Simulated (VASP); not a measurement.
VASP ran on this input.

File POSCAR:
```
Co
1
    1.2621230000    -2.1288540000     0.0000000000
    1.2621230000     2.1288540000     0.0000000000
    0.0000000000     0.0000000000     4.1581130000
Co
2
Direct
  0.3333330000   0.6666670000   0.2500000000
  0.6771300000   0.3437960000   0.7500000000
```

### KPOINTS
```
Automatic mesh
0
Gamma
15 15 8
0 0 0
```

INCAR:
```
SYSTEM = Co
PREC = Accurate
ENCUT = 400
EDIFF = 1E-8
NELM = 100
ALGO = Normal
LREAL = .FALSE.
LASPH = .TRUE.
ISMEAR = 1
SIGMA = 0.1
GGA = PE
LMAXMIX = 4
ISPIN = 2
MAGMOM = 1.8 1.8
LORBIT = 10
LWAVE = .FALSE.
LCHARG = .FALSE.
ISIF = 2
```

POTCAR, in this order: Co (PBE.64 set). Program: vasp_std.

**Question.** Translate this PBE calculation to Quantum ESPRESSO's pw.x.

**Answer.** One equivalent input (not run):
```
&CONTROL
  calculation = 'scf'
  pseudo_dir = './pseudo'
  outdir = './out'
  tprnfor = .true.
  tstress = .true.
/
&SYSTEM
  ibrav = 0
  nat = 2
  ntyp = 1
  ecutwfc = 96
  occupations = 'smearing'
  smearing = 'methfessel-paxton'
  degauss = 0.00735
  input_dft = 'pbe'
  nspin = 2
  starting_magnetization(1) = 0.18
/
&ELECTRONS
  conv_thr = 7.3e-10
  electron_maxstep = 100
/
ATOMIC_SPECIES
  Co 58.933 Co.upf
CELL_PARAMETERS angstrom
     1.2621230   -2.1288540    0.0000000
     1.2621230    2.1288540    0.0000000
     0.0000000    0.0000000    4.1581130
ATOMIC_POSITIONS crystal
  Co   0.3333330  0.6666670  0.2500000
  Co   0.6771300  0.3437960  0.7500000
K_POINTS automatic
  15 15 8 0 0 0
```
Limits of the translation: the potentials are each code's own (VASP's PAW set, PseudoDojo norm-conserving files in pw.x), so ENCUT and ecutwfc are chosen apart and not converted; conv_thr bounds pw.x's estimated SCF error, while EDIFF bounds the energy change between steps; starting_magnetization is a fraction of the valence charge and MAGMOM a moment in μB, so they match only roughly.

The compound is Co in the hcp structure. The cell was not relaxed at this level, atoms are displaced from their ideal sites. The run is one of a series of settings (EDIFF = 1E-8 against the base run), some of them coarse on purpose.
